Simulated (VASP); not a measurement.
Given:

```
TiC
1.0
    0.00000     2.54880     2.54880
    2.54880     0.00000     2.54880
    2.54880     2.54880     0.00000
Ti C
1 1
Direct
  0.00000   0.00000   0.00000
  0.50000   0.50000   0.50000
```

The numbers are results of r2SCAN meta-GGA, VASP's PBE PAW potentials (set 64) (plane waves; VASP 6.6.1), not measurements. Settings: 520 eV cut-off, 11×11×11 Γ-centred mesh, first-order Methfessel-Paxton smearing of 0.10 eV, potentials Ti_sv C.

Energy and stress use the plane-wave basis of the starting cell.

The ions, cell shape and volume are relaxed. What does this cell relax into?

```
TiC
1.0
    0.00000     2.16567     2.16567
    2.16567     0.00000     2.16567
    2.16567     2.16567     0.00000
Ti C
1 1
Direct
  0.00000   0.00000   0.00000
  0.50000   0.50000   0.50000
```
Space group Fm-3m (225), at a tolerance of 0.03 Å.

How do energy and volume change from the first to the last step?

The energy (σ→0) changes by -1417.5 meV/atom and the volume by -38.7 %, in 8 ionic steps.

The structure was generated: TiC was put into the rock salt type (Fm-3m), which need not be its known phase. This run relaxes it. Symmetry was kept, so distortions that lower it aren't found.
